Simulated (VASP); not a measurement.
VASP ran on this input.

POSCAR:
```
Be2Ge
1
   -1.6908350000     2.9286110000     0.0000000000
    3.3816690000     0.0000000000     0.0000000000
    0.0000000000     0.0000000000     5.4553340000
Ge Be
1 2
Direct
  0.0000000000   0.0000000000   0.0000000000
  0.6666670000   0.3333330000   0.2520000000
  0.3333330000   0.6666670000   0.7480000000
```

INCAR:
```
SYSTEM = Be2Ge
PREC = Accurate
ENCUT = 400
EDIFF = 1E-6
NELM = 100
ALGO = Normal
LREAL = .FALSE.
LASPH = .TRUE.
ISMEAR = 1
SIGMA = 0.1
GGA = PE
LMAXMIX = 4
LWAVE = .FALSE.
LCHARG = .FALSE.
ISIF = 2
```

KPOINTS:
```
Automatic mesh
0
Gamma
8 8 4
0 0 0
```

POTCAR, in this order: Ge_d Be (PBE.64 set). Program: vasp_std.

Output

**standard output**
```
 -----------------------------------------------------------------------------
|                                                                             |
|     EEEEEEE  RRRRRR   RRRRRR   OOOOOOO  RRRRRR      ###     ###     ###     |
|     E        R     R  R     R  O     O  R     R     ###     ###     ###     |
|     E        R     R  R     R  O     O  R     R     ###     ###     ###     |
|     EEEEE    RRRRRR   RRRRRR   O     O  RRRRRR       #       #       #      |
|     E        R   R    R   R    O     O  R   R                               |
|     E        R    R   R    R   O     O  R    R      ###     ###     ###     |
|     EEEEEEE  R     R  R     R  OOOOOOO  R     R     ###     ###     ###     |
|                                                                             |
|     ERROR: the triple product of the basis vectors is negative exchange     |
|     two basis vectors                                                       |
|                                                                             |
|       ---->  I REFUSE TO CONTINUE WITH THIS SICK JOB ... BYE!!! <----       |
|                                                                             |
 -----------------------------------------------------------------------------
```

Question: Read input and log: which fault does this run have?
A. the lattice vectors form a left-handed set
B. ALGO = VeryFast starts from random orbitals with almost no delay (NELMDL = -1)
C. IBRION is misspelt, so VASP ignores the line and takes its default
D. the lattice was typed in bohr, and VASP reads ångström

Answer: A, the lattice vectors form a left-handed set. VASP stops with an error: ERROR: the triple product of the basis vectors is negative exchange two basis vectors ----> I REFUSE TO CONTINUE WITH THIS SICK JOB ... BYE!!! <----

To mend it, correct POSCAR.
### POSCAR
```
Be2Ge
1
    3.3816690000     0.0000000000     0.0000000000
   -1.6908350000     2.9286110000     0.0000000000
    0.0000000000     0.0000000000     5.4553340000
Ge Be
1 2
Direct
  0.0000000000   0.0000000000   0.0000000000
  0.3333330000   0.6666670000   0.2520000000
  0.6666670000   0.3333330000   0.7480000000
```
The mended run (PBE GGA, plane waves, VASP's PBE PAW potentials (set 64)) converges, and its OSZICAR ends with
```
   1 F= -.89144827E+01 E0= -.89140579E+01  d E =-.127444E-02
```

The structure was generated: Be2Ge was put into the CdI2 type (P-3m1), which need not be its known phase. The cell was not relaxed at this level.
